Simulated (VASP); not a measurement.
Given:

```yaml
crystal:
  lattice:
    - [0.00000, 3.27964, 3.27964]
    - [3.27964, 0.00000, 3.27964]
    - [3.27964, 3.27964, 0.00000]
  atoms:
    - { symbol: Na, position: [0.25000, 0.25000, 0.25000] }
    - { symbol: Na, position: [0.75000, 0.75000, 0.75000] }
    - { symbol: S, position: [0.00000, 0.00000, 0.00000] }
```

Method: revTPSS meta-GGA, VASP's PBE PAW potentials (set 64) (plane waves; VASP). Numerical set-up: 520 eV cut-off, 6×6×6 Γ-centred mesh, Gaussian smearing of 0.050 eV, potentials Na_pv S.

Task: Estimate the energy per atom (σ→0), band gap (on the k-mesh) with the smallest direct gap where there is one.

Result: 
```
Item                                             Result
-----------------------------------  ------------------
band gap (on the k-mesh)                        2.64 eV
smallest direct gap (on the k-mesh)             2.64 eV
energy per atom (σ→0)                -458.2 kJ/mol-atom
```

The compound is Na2S in the antifluorite structure. It was relaxed first.
